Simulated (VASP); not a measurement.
# MnS (Alabandite): the relaxed cell at several levels of theory, part 3 of 3

Aim: relax MnS (Alabandite) at several levels of theory and compare the cells. The starting structure is a measured crystal structure from the Crystallography Open Database. The first relaxation on each setting starts from this cell expanded by 3 % in volume.

VASP 6.6.1.

Results so far: PBEsol 15.88 Å³ an atom; LDA 14.74 Å³ an atom; PBE 16.82 Å³ an atom; PBEsol + D3(BJ) 15.79 Å³ an atom; r2SCAN 17.18 Å³ an atom; PBEsol+U (Mn d 3.9 eV) 17.34 Å³ an atom.

### 8. Relaxation with LDA+U (Mn d 3.9 eV)

Level of this step: LDA, DFT+U (Mn d 3.9 eV), spin-polarised from an antiferromagnetic start; plane waves and PAW (Mn_pv, S) (VASP).

This run starts from the cell of an earlier relaxation, which isn't shown; the restart sets up the plane waves anew.

Input file INCAR:

```
SYSTEM = MnS
PREC = Accurate
ENCUT = 450
EDIFF = 1E-06
NELM = 100
ISMEAR = 0
SIGMA = 0.03
LREAL = .FALSE.
ALGO = Normal
GGA = CA
NBANDS = 27
ISPIN = 2
MAGMOM = 4 -4 0 0
LDAU = .TRUE.
LDAUTYPE = 2
LDAUL = 2 -1
LDAUU = 3.9 0
LDAUJ = 0 0
LDAUPRINT = 1
LASPH = .TRUE.
LMAXMIX = 4
LORBIT = 11
LWAVE = .FALSE.
LCHARG = .FALSE.
KPAR = 8
IBRION = 2
NSW = 50
ISIF = 3
EDIFFG = -0.006
```

Input file POSCAR:

```
MnS
1.0
    0.0000000000      2.5570209570      2.5570209570
    2.5570209570      0.0000000000      2.5570209570
    5.0961878393      5.0961878393      0.0178540746
Mn S
2 2
Direct
    0.0000000000      0.0000000000      0.0000000000
    0.0000000000      0.0000000000      0.5000000000
    0.5000000000      0.5000000000      0.2500000000
    0.5000000000      0.5000000000      0.7500000000
```

Input file KPOINTS:

```
Automatic mesh
0
Gamma
8 8 8
0 0 0
```

Potentials, in the order of the species: Mn_pv and S (LDA family, release 64).

Command:

```console
$ mpirun -np 8 vasp_std
```

The program printed:

```text
[... set-up lines as in an earlier step ...]
 entering main loop
       N       E                     dE             d eps       ncg     rms          rms(c)
DAV:   1     0.364452571599E+03    0.36445E+03   -0.19560E+04  7492   0.139E+03
DAV:   2     0.836204861715E+00   -0.36362E+03   -0.35126E+03  7119   0.404E+02
DAV:   3    -0.261648568215E+02   -0.27001E+02   -0.26515E+02  8138   0.115E+02
DAV:   4    -0.269181029092E+02   -0.75325E+00   -0.75052E+00  8206   0.190E+01
[...]
DAV:  13    -0.276693534766E+02   -0.71255E-05   -0.17364E-05  7642   0.248E-02    0.307E-02
DAV:  14    -0.276693549886E+02   -0.15120E-05   -0.20877E-06  6308   0.872E-03    0.106E-02
DAV:  15    -0.276693546302E+02    0.35845E-06   -0.40637E-06  8364   0.120E-02
   1 F= -.27669355E+02 E0= -.27669355E+02  d E =-.276694E+02  mag=     0.0000
[...]
N       E                     dE             d eps       ncg     rms          rms(c)
DAV:   1    -0.276733981560E+02   -0.40432E-02   -0.77298E-02  7655   0.345E+00    0.630E-01
DAV:   2    -0.276695212362E+02    0.38769E-02   -0.13868E-02  7646   0.166E+00    0.562E-01
DAV:   3    -0.276695950700E+02   -0.73834E-04   -0.61229E-04  7844   0.173E-01    0.133E-01
DAV:   4    -0.276694733954E+02    0.12167E-03   -0.23422E-04  8223   0.859E-02    0.743E-02
DAV:   5    -0.276694423619E+02    0.31033E-04   -0.53704E-05  7799   0.657E-02    0.472E-02
DAV:   6    -0.276694382706E+02    0.40913E-05   -0.80820E-06  7555   0.237E-02    0.133E-02
DAV:   7    -0.276694386962E+02   -0.42557E-06   -0.23590E-06  6047   0.163E-02
   2 F= -.27669439E+02 E0= -.27669439E+02  d E =-.840660E-04  mag=     0.0000
 trial-energy change:   -0.000084  1 .order   -0.000116   -0.000240    0.000009
 step:   0.8895(harm=  0.9645)  dis= 0.00000  next Energy=   -27.669439 (dE=-0.846E-04)
 reached required accuracy - stopping structural energy minimisation
```

It took 1.9 min on 8 MPI ranks of AMD EPYC 7R43, shared host; peak memory 2.2 GiB.

Parts of OUTCAR (step 8):

```text
  Total        0.0045126      0.0045126      0.0045126     -0.0058762      0.0058762      0.0058762
  in kB        0.1089970      0.1089970      0.1089970     -0.1419345      0.1419345      0.1419345
  external PRESSURE =       0.1089970 kB  Pullay stress =       0.0000000 kB

 POSITION                                       TOTAL-FORCE (eV/Angst)
 -----------------------------------------------------------------------------------
      5.09064      5.09064      0.01907         0.000000     -0.000000     -0.000000
      5.10017      2.54532      2.56439        -0.000000      0.000000      0.000000
      2.55009      2.55009      2.55962         0.000000      0.000000     -0.000000
      5.09541      5.09541      2.56915        -0.000000      0.000000     -0.000000
 -----------------------------------------------------------------------------------
    total drift:                                0.000000      0.000000      0.000000

  FREE ENERGIE OF THE ION-ELECTRON SYSTEM (eV)
  ---------------------------------------------------
  free  energy   TOTEN  =       -27.6694386962 eV

  energy  without entropy=      -27.6694386962  energy(sigma->0) =      -27.66943870

 magnetization (x)
# of ion       s       p       d       tot
------------------------------------------
    1        0.015   0.015   4.368   4.398
    2       -0.015  -0.015  -4.368  -4.398
    3        0.000   0.000   0.000   0.000
    4        0.000   0.000   0.000   0.000
--------------------------------------------------
tot          0.000   0.000   0.000   0.000

[... 2 parts as in an earlier step ...]

[... 2 further parts left out ...]
[key lines of the parts left out:]
E-fermi :   6.6931
```

With LDA+U (Mn d 3.9 eV) the relaxed cell holds 16.583 Å³ an atom, -6.92 % against the measured cell. That is +4.41 % from PBEsol.

### 9. Relaxation with r2SCAN + rVV10

rVV10 adds a nonlocal correlation energy for dispersion. This run starts from the cell of an earlier relaxation, which isn't shown; the restart sets up the plane waves anew.

Input file INCAR:

```
SYSTEM = MnS
PREC = Accurate
ENCUT = 450
EDIFF = 1E-06
NELM = 100
ISMEAR = 0
SIGMA = 0.03
LREAL = .FALSE.
ALGO = Normal
METAGGA = R2SCAN
LUSE_VDW = .TRUE.
IVDW_NL = 2
BPARAM = 11.95
CPARAM = 0.0093
LASPH = .TRUE.
NBANDS = 27
ISPIN = 2
MAGMOM = 4 -4 0 0
LMAXMIX = 4
LORBIT = 11
LWAVE = .FALSE.
LCHARG = .FALSE.
KPAR = 8
IBRION = 2
NSW = 50
ISIF = 3
EDIFFG = -0.006
```

Input file POSCAR:

```
MnS
1.0
    0.0000000000      2.5761666376      2.5761666376
    2.5761666376      0.0000000000      2.5761666376
    5.1328771855      5.1328771855      0.0194560898
Mn S
2 2
Direct
    0.0000000000      0.0000000000      0.0000000000
    0.0000000000      0.0000000000      0.5000000000
    0.5000000000      0.5000000000      0.2500000000
    0.5000000000      0.5000000000      0.7500000000
```

KPOINTS is that of step 8.

Potentials, in the order of the species: Mn_pv and S (PBE family, release 64).

Command:

```console
$ mpirun -np 8 vasp_std
```

The program printed:

```text
[banner, memory and clock lines left out]
running    8 mpi-ranks, on    1 nodes
[...]
[... a notice as in an earlier step ...]

|                                                                             |
|               ----> ADVICE to this user running VASP <----                  |
|                                                                             |
|     You have switched on vdW-DFT.                                           |
|     This routine was written and supplied by Jiri Klimes. We recommend      |
|     that you carefully read and cite the following publications:            |
|       J. Klimes, D.R. Bowler, A. Michelides                                 |
|          J. Phys.: Cond Matt. 22 022201 (2010)                              |
|       J. Klimes, D.R. Bowler, A. Michelides                                 |
|          Phys. Rev. B. 83, 195131 (2011)                                    |
|     and references therein.                                                 |
[...]
|     convergence or switching to a different ALGO or adjusting the           |
|     density mixing parameters otherwise.                                    |
|                                                                             |

 soft stop encountered!  aborting job ...
Total rVV10 correction in eV:      0.9192369    39.6493461
Total rVV10 correction in eV:      0.9192369    39.6493461
Total rVV10 correction in eV:      0.9192369    39.6493461
Total rVV10 correction in eV:      0.9192369    39.6493461
Total rVV10 correction in eV:      0.9192369    39.6493461
Total rVV10 correction in eV:      0.9192369    39.6493461
Total rVV10 correction in eV:      0.9192369    39.6493461
Total rVV10 correction in eV:      0.9192369    39.6493461
Total rVV10 correction in eV:      0.9192450    39.6493461
Total rVV10 correction in eV:      0.9192450    39.6493461
Total rVV10 correction in eV:      0.9192450    39.6493461
Total rVV10 correction in eV:      0.9192450    39.6493461
Total rVV10 correction in eV:      0.9192450    39.6493461
Total rVV10 correction in eV:      0.9192450    39.6493461
Total rVV10 correction in eV:      0.9192450    39.6493461
Total rVV10 correction in eV:      0.9192450    39.6493461
   2 F= -.49065445E+02 E0= -.49065445E+02  d E =-.908107E-12  mag=     0.0000
 deleting file STOPCAR
```

Elapsed: 5.6 min, on 8 MPI ranks; peak memory 3.9 GiB.

The run was stopped at its time limit, after 2 ionic steps.

### 10. All runs side by side

| level | ended | volume (Å³/atom) | against the measured cell (%) | pressure left (GPa) | core minutes |
| --- | --- | --- | --- | --- | --- |
| PBEsol | converged | 15.883 | -10.85 | 0.01 | 41.1 |
| LDA | converged | 14.737 | -17.29 | -0.02 | 34.0 |
| PBE | converged | 16.822 | -5.58 | 0.01 | 44.4 |
| PBEsol + D3(BJ) | converged | 15.788 | -11.38 | -0.05 | 93.5 |
| r2SCAN | converged | 17.179 | -3.58 | 0.02 | 240.0 |
| PBEsol+U (Mn d 3.9 eV) | converged | 17.342 | -2.66 | -0.02 | 89.8 |
| LDA+U (Mn d 3.9 eV) | converged | 16.583 | -6.92 | 0.01 | 63.3 |
| r2SCAN + rVV10 | cut off by time | - | - | - | 190.0 |

Core minutes are wall time times ranks, summed over the relaxations behind a row (those for a bulk modulus apart), on shared hosts.

### 11. Results

| Property | Result |
| --- | --- |
| volume, PBEsol | 15.88 Å³/atom |
| volume, LDA | 14.74 Å³/atom |
| volume, PBE | 16.82 Å³/atom |
| volume, PBEsol + D3(BJ) | 15.79 Å³/atom |
| volume, r2SCAN | 17.18 Å³/atom |
| volume, PBEsol+U (Mn d 3.9 eV) | 17.34 Å³/atom |
| volume, LDA+U (Mn d 3.9 eV) | 16.58 Å³/atom |

Across 7 levels the volume of MnS (Alabandite) spans 17.7 %, from 14.74 Å³ an atom (LDA) to 17.34 Å³ (PBEsol+U (Mn d 3.9 eV)). The runs end in cells of another symmetry than the measured one, so their volumes aren't ranked against it. Adding D3(BJ) to PBEsol changes the volume by -0.6 %. The largest site moment differs between levels, from 3.70 to 4.48 μB, which bears on the volume too. The relaxed cells differ in symmetry from the start or from each other, so their lengths aren't compared. No result to use came from r2SCAN + rVV10. Further runs on this material are not shown.

[Lines on the potential files, build, host, timing and source positions are cut from VASP's logs without a mark.]

[Logs are printed without paths, hosts, clocks, repeated set-up lines and the standing remarks that a program may print on its own settings, such as how far it seeks lower states.]

[Hosts, paths, dates, database ids (printed as entryN), source tags and the programs' standing remarks are cut or masked in the printed files.]
